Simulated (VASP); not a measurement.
Output of a VASP run:

**OSZICAR**
```
       N       E                     dE             d eps       ncg     rms          rms(c)
DAV:   1     0.788889732046E+02    0.78889E+02   -0.86764E+03   754   0.171E+03
DAV:   2    -0.302020451726E+01   -0.81909E+02   -0.79576E+02   849   0.320E+02
DAV:   3    -0.865975717995E+01   -0.56396E+01   -0.56174E+01   889   0.745E+01
DAV:   4    -0.875808693962E+01   -0.98330E-01   -0.98280E-01   922   0.108E+01
DAV:   5    -0.876046038128E+01   -0.23734E-02   -0.23734E-02   923   0.143E+00    0.376E+00
DAV:   6    -0.865335044609E+01    0.10711E+00   -0.91145E-02  1026   0.557E+00    0.222E+00
DAV:   7    -0.860931911230E+01    0.44031E-01   -0.80211E-02   829   0.242E+00    0.321E-01
DAV:   8    -0.860917208821E+01    0.14702E-03   -0.55313E-03   903   0.110E+00    0.123E-01
DAV:   9    -0.860923065336E+01   -0.58565E-04   -0.42226E-04   853   0.189E-01    0.422E-02
DAV:  10    -0.860922244568E+01    0.82077E-05   -0.20296E-05   926   0.407E-02    0.125E-02
DAV:  11    -0.860922543322E+01   -0.29875E-05   -0.44087E-06   839   0.210E-02    0.489E-03
DAV:  12    -0.860922540013E+01    0.33095E-07   -0.18629E-07   447   0.383E-03
   1 F= -.53927522E+01 E0= -.53927522E+01  d E =-.539275E+01
       N       E                     dE             d eps       ncg     rms          rms(c)
DAV:   1    -0.106686008283E+02   -0.20594E+01   -0.28442E+01   994   0.931E+01    0.938E+00
DAV:   2    -0.868320382293E+01    0.19854E+01   -0.54424E+00   964   0.824E+01    0.369E+00
DAV:   3    -0.830552009762E+01    0.37768E+00   -0.25743E-01  1061   0.611E+00    0.140E+00
DAV:   4    -0.823055179061E+01    0.74968E-01   -0.38668E-02  1033   0.189E+00    0.324E-01
DAV:   5    -0.822745904630E+01    0.30927E-02   -0.39593E-03   808   0.609E-01    0.121E-01
DAV:   6    -0.822697974870E+01    0.47930E-03   -0.30046E-04  1025   0.203E-01    0.118E-02
DAV:   7    -0.822698226683E+01   -0.25181E-05   -0.21731E-05   854   0.694E-02    0.423E-03
DAV:   8    -0.822698330042E+01   -0.10336E-05   -0.10458E-06   575   0.197E-02    0.694E-04
DAV:   9    -0.822698334163E+01   -0.41208E-07   -0.34266E-07   407   0.841E-03
   2 F= -.53751769E+01 E0= -.53751769E+01  d E =0.175752E-01
       N       E                     dE             d eps       ncg     rms          rms(c)
DAV:   1    -0.912873657764E+01   -0.90175E+00   -0.91195E+00   999   0.656E+01    0.451E+00
DAV:   2    -0.862759508228E+01    0.50114E+00   -0.85971E-01   949   0.193E+01    0.213E+00
DAV:   3    -0.849579638664E+01    0.13180E+00   -0.17944E-01   989   0.851E+00    0.404E-01
DAV:   4    -0.848250238061E+01    0.13294E-01   -0.20305E-02   894   0.261E+00    0.147E-01
DAV:   5    -0.848163883122E+01    0.86355E-03   -0.14790E-03   899   0.675E-01    0.617E-02
DAV:   6    -0.848148994888E+01    0.14888E-03   -0.37880E-04   919   0.395E-01    0.239E-02
DAV:   7    -0.848147574165E+01    0.14207E-04   -0.85997E-05   969   0.197E-01    0.948E-03
DAV:   8    -0.848147594892E+01   -0.20727E-06   -0.79626E-06   825   0.334E-02
   3 F= -.54395341E+01 E0= -.54395341E+01  d E =-.467820E-01
```

**OUTCAR**
```
------------------------ aborting loop because EDIFF is reached ----------------------------------------
  FORCE on cell =-STRESS in cart. coord.  units (eV):
  Direction    XX          YY          ZZ          XY          YZ          ZX
  --------------------------------------------------------------------------------------
  Total        3.0078975      3.0078975      3.0078975     -0.0000000      0.0000000     -0.0000000
  in kB       98.8808379     98.8808379     98.8808379     -0.0000000      0.0000000     -0.0000000
  external PRESSURE =      -1.1191621 kB  Pullay stress =     100.0000000 kB
  volume of cell :       48.74
      direct lattice vectors                 reciprocal lattice vectors
     0.000000000  2.899193234  2.899193234    -0.172461771  0.172461771  0.172461771
     2.899193234  0.000000000  2.899193234     0.172461771 -0.172461771  0.172461771
     2.899193234  2.899193234  0.000000000     0.172461771  0.172461771 -0.172461771
  FREE ENERGIE OF THE ION-ELECTRON SYSTEM (eV)
  ---------------------------------------------------
  free  energy   TOTEN  =        -8.4814759489 eV

  energy  without entropy=       -8.4814759489  energy(sigma->0) =       -8.48147595
  enthalpy is  TOTEN    =        -5.4395341476 eV   P V=        3.0419418013

 reached required accuracy - stopping structural energy minimisation
```
(Selected blocks of OUTCAR.)

### POSCAR
```
GaSb
1
    0.0000000000     2.9536124440     2.9536124440
    2.9536124440     0.0000000000     2.9536124440
    2.9536124440     2.9536124440     0.0000000000
Ga Sb
1 1
Direct
  0.0000000000   0.0000000000   0.0000000000
  0.2500000000   0.2500000000   0.2500000000
```

Task: Reconstruct the remaining input files.

Result: Several could match; the one computed here: the input of the run itself, LDA (Ceperley-Alder, Perdew-Zunger), plane waves, VASP's LDA PAW potentials (set 64).

**INCAR**
```
NSW = 40
NELM = 100
SYSTEM = GaSb
LWAVE = .FALSE.
ISIF = 3
LMAXMIX = 4   # l cut-off of mixed one-centre charges
PSTRESS = 100   # kbar
ISMEAR = 0
EDIFF = 1E-6   # SCF stop (eV)
ALGO = Normal   # blocked Davidson
SIGMA = 0.05
LREAL = .FALSE.   # projection in real space or not
LCHARG = .FALSE.
EDIFFG = -0.02   # ionic stop
ENCUT = 500
LASPH = .TRUE.   # aspherical one-centre terms
IBRION = 2   # conjugate gradients
PREC = Accurate
```

**KPOINTS**
```
Automatic mesh
0
Gamma
8 8 8
0 0 0
```

POTCAR, in this order: Ga_d Sb (LDA.64 set). Program: vasp_std.

Energy and stress use the plane-wave basis of the starting cell.

The compound is GaSb in the zinc blende structure. This run relaxes it under an external pressure of 10 GPa. Symmetry was kept, so distortions that lower it aren't found.
